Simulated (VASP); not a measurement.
Data:

```
CELL_PARAMETERS angstrom
      2.92731     0.00000     0.00000
      0.00000     2.92731     0.00000
      0.00000     0.00000     2.92731
ATOMIC_POSITIONS crystal
  Ti 0.00000 0.00000 0.00000
  Co 0.50000 0.50000 0.50000
```

Method: PBEsol GGA, VASP's PBE PAW potentials (set 64) (plane waves; VASP). Numerical set-up: 400 eV cut-off, Gaussian smearing of 0.050 eV, potentials Ti_sv Co.

Q: What does the run give for the band gap (along the path) with the smallest direct gap where there is one?

A: 
| Quantity | Value |
|---|---|
| band gap (along the path) | none (metal, semimetal or under 0.01 eV) |

Total energies compare only between runs with the same potentials, cut-off and functional.

The compound is TiCo in the CsCl type structure. It was relaxed first, which changed the volume by -6 %. The run is not spin-polarised, so no magnetic state was tried. The electron count is odd and the run is not spin-polarised, which forces a metal.
